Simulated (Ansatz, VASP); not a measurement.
# PtC: VASP beside Ansatz, part 2 of 2

One calculation is typed for both programs; each brings its own data sets. How far apart do they land? The cell is generated by rule, not measured, and may not be a known phase. The cell is taken from a series of runs on this material, whose earlier steps may have relaxed, scaled, displaced or heated it; both programs get it as it stands.

VASP 6.6.1 and Ansatz 0.2.0.

So far: Set-up; VASP: relaxation of cell and atoms, PBEsol, pair 1; Ansatz: relaxation of cell and atoms, PBEsol, pair 1; Comparison.

### Step 5. VASP: relaxation of cell and atoms, PBEsol, pair 2

Level of this step: PBEsol; plane waves and PAW (Pt, C); invented cell (VASP).

The relaxed volume is the usual yardstick between codes: in a stiff, nearly cubic crystal its relative difference is about their pressure difference at one cell divided by the bulk modulus.

INCAR reads:

```
SYSTEM = PtC
PREC = Accurate
ENCUT = 600
EDIFF = 1E-07
NELM = 120
ISMEAR = 1
SIGMA = 0.15
LREAL = .FALSE.
ALGO = Normal
GGA = PS
NBANDS = 20
LASPH = .TRUE.
LORBIT = 11
LWAVE = .FALSE.
LCHARG = .FALSE.
ISIF = 3
IBRION = 2
NSW = 80
EDIFFG = -0.005
GGA_COMPAT = .FALSE.
NELMIN = 4
KPAR = 2
```

POSCAR reads:

```
PtC
1.0
    3.1154200000     -0.0000030000      0.0000000000
   -1.5577070000      2.6980340000      0.0000000000
    0.0000000000      0.0000000000      5.1869130000
Pt C
2 2
Direct
    0.0000000000      0.0000000000      0.0000000000
    0.0000000000      0.0000000000      0.5000000964
    0.3333332716      0.6666665431      0.2499999518
    0.6666667284      0.3333334569      0.7500000482
```

KPOINTS reads:

```
Automatic mesh
0
Gamma
15 15 8
0 0 0
```

PAW data sets: Pt and C (PBE family, release 64).

Command:

```sh
mpirun -np 2 vasp_std
```

Numbers of over 12 decimals in the logs are rounded to 6 here.

Output:

```text
[banner, memory and clock lines left out]
running    2 mpi-ranks, on    1 nodes
[...]
[... a notice as in an earlier step ...]

 LDA part: xc-table for (Slater+PW92), standard interpolation
 POSCAR, INCAR and KPOINTS ok, starting setup
[...]
entering main loop
       N       E                     dE             d eps       ncg     rms          rms(c)
DAV:   1     0.158688462305E+03    0.15869E+03   -0.15799E+04  5448   0.151E+03
DAV:   2    -0.241025991450E+02   -0.18279E+03   -0.17514E+03  6076   0.302E+02
DAV:   3    -0.320945824219E+02   -0.79920E+01   -0.77642E+01  6272   0.595E+01
DAV:   4    -0.322067130644E+02   -0.11213E+00   -0.11196E+00  6176   0.755E+00
[...]
DAV:  12    -0.283513014277E+02    0.95618E-05   -0.28793E-05  6252   0.361E-02    0.181E-02
DAV:  13    -0.283513011373E+02    0.29047E-06   -0.11285E-06  5792   0.786E-03    0.595E-03
DAV:  14    -0.283513010402E+02    0.97065E-07   -0.53791E-08  3640   0.175E-03
   1 F= -.28351301E+02 E0= -.28350525E+02  d E =-.283513E+02
[...]
N       E                     dE             d eps       ncg     rms          rms(c)
DAV:   1    -0.283513137923E+02   -0.12655E-04   -0.66921E-04  5548   0.179E-01    0.197E-02
DAV:   2    -0.283513060508E+02    0.77415E-05   -0.12199E-05  6256   0.245E-02    0.775E-03
DAV:   3    -0.283513039579E+02    0.20928E-05   -0.41989E-06  6132   0.138E-02    0.354E-03
DAV:   4    -0.283513039733E+02   -0.15386E-07   -0.23545E-07  4924   0.331E-03
   2 F= -.28351304E+02 E0= -.28350530E+02  d E =-.293310E-05
 trial-energy change:   -0.000003  1 .order   -0.000003   -0.000007    0.000001
 step:   0.8435(harm=  0.8435)  dis= 0.00000  next Energy=   -28.351304 (dE=-0.293E-05)
 reached required accuracy - stopping structural energy minimisation
```

From OUTCAR (step 5):

```text
  Total        0.0029548      0.0029548      0.0075428      0.0000000      0.0000000      0.0000000
  in kB        0.1085873      0.1085873      0.2771996      0.0000000      0.0000000      0.0000000
  external PRESSURE =       0.1647914 kB  Pullay stress =       0.0000000 kB

 POSITION                                       TOTAL-FORCE (eV/Angst)
 -----------------------------------------------------------------------------------
      1.55787      2.69831     -0.00000         0.000000     -0.000000      0.000000
      1.55787      2.69831      2.59281         0.000000     -0.000000      0.000000
      0.00000      1.79887      1.29640         0.000000     -0.000000      0.000000
      1.55787      0.89943      3.88921        -0.000000      0.000000      0.000000
 -----------------------------------------------------------------------------------
    total drift:                               -0.000000      0.000000     -0.000072

  FREE ENERGIE OF THE ION-ELECTRON SYSTEM (eV)
  ---------------------------------------------------
  free  energy   TOTEN  =       -28.3513039733 eV

  energy  without entropy=      -28.3489824068  energy(sigma->0) =      -28.35053012

[... 2 parts as in an earlier step ...]

[... 2 further parts left out ...]
[key lines of the parts left out:]
E-fermi :  10.7126
```

### Step 6. Ansatz: relaxation of cell and atoms, PBEsol, pair 2

The same cell, functional, mesh and smearing now go to Ansatz, which takes its cutoff from its data sets.

The cell is taken from a series of runs on this material, whose earlier steps may have relaxed, scaled, displaced or heated it; both programs get it as it stands.

input.yaml reads:

```yaml
crystal:
  lattice:
    - [3.1154196738, -3.0851e-06, 0.0]
    - [-1.5577071651, 2.6980341235, 0.0]
    - [0.0, 0.0, 5.1869133437]
  atoms:
    - { symbol: Pt, position: [0.0, 0.0, 0.0] }
    - { symbol: Pt, position: [0.0, 0.0, 0.5] }
    - { symbol: C, position: [0.3333333333, 0.6666666667, 0.25] }
    - { symbol: C, position: [0.6666666667, 0.3333333333, 0.75] }
kpoints:
  mp_grid: { grid: [15, 15, 8] }
hamiltonian:
  xc: pbesol
scf:
  occupations: { method: methfessel_paxton, width: 0.15 }
output:
  forces: true
  stress: true
  eigenvalues: true
relax:
  adjacent_minimum: "off"
  f_tol: 0.001
  max_steps: 60
  cell: { stress_tol: 0.01 }
```

Command:

```sh
ansatz run input.yaml --threads 4 --pin off --max-ram 7168MiB --backend cpu --events-out ev --progress --plain --runs-dir out
```

Output:

```text
[...]
Crystal: 4 atoms, lattice volume = 43.599 Å³
Basis set: ecut = 420 eV, 869 PW (Γ), exchange–correlation on 48×48×72 points (8 copies of the dense FFT grid, shifted against one another)
Bands: 27, of which v1, the nominal top of the filled ones, is band 22 counted from 1 (21 counted from 0)
Symmetry: 24 space group operations
[...]
k-points: 135 of 1800
[...]
--- Relaxed structure (3 steps of the walk, 3 accepted, 1 SCFs on fresh bases) ---
[...]
cell:  # Å, volume = 43.5941 Å³
    - [3.115334, -3.08502946833803e-6, 0.0]
    - [-1.557664, 2.697960, 0.0]
    - [0.0, 0.0, 5.186656]
  atoms:
    - { symbol: Pt, position: [0, 0, 0] }
    - { symbol: Pt, position: [0, 0, 0.5] }
    - { symbol: C, position: [0.333333, 0.666667, 0.25] }
    - { symbol: C, position: [0.666667, 0.333333, 0.750000] }
[key lines of the parts left out:]
SCF converged after 4 iterations
Free energy (F): -25256.138450 eV
Fermi energy:    20.019307 eV
P = ⅓ Tr σ = -0.0002 GPa (-0.002 kbar)
```

### Step 7. Side by side

What differs besides the data sets and the points named for the pairs above, as far as they apply: the data sets hold 44 valence electrons in Ansatz (on its default PAW (the set named soft_2) files) and 28 in VASP. Total energies have different zeros and are not compared.

Both answers:

```tsv
quantity	Ansatz	VASP	difference
volume (Å³)	43.59	43.60	-0.01 %
edge a after relaxation, in the typed setting (Å)	3.115	3.116	-0.01 %
edge c after relaxation, in the typed setting (Å)	5.187	5.186	+0.02 %
```

### Step 8. What came out

```
difference in volume (relaxation of cell and atoms, PBEsol, pair 1)                                        : -0.013 %
difference in edge c after relaxation, in the typed setting (relaxation of cell and atoms, PBEsol, pair 2) : 0.021 %
```

What this shows: The difference in edge c after relaxation, in the typed setting is 0.021 % (relaxation of cell and atoms, PBEsol, pair 2), within the 1.2 % picked in this series as the mark of a large difference, as far as the stopping tolerances let one tell. The data sets hold unlike numbers of valence electrons (44 in Ansatz and 28 in VASP), so part of the differences comes from the potentials. 2 further runs of this series are not shown here. How closely two codes agree says nothing of how well the functional describes the real material.

[Lines on the potential files, build, host, timing and source positions are cut from VASP's logs without a mark.]

[Logs are printed without paths, hosts, clocks, repeated set-up lines and the standing remarks that a program may print on its own settings, such as how far it seeks lower states.]

[Hosts, paths, dates, database ids (printed as entryN), source tags and the programs' standing remarks are cut or masked in the printed files.]
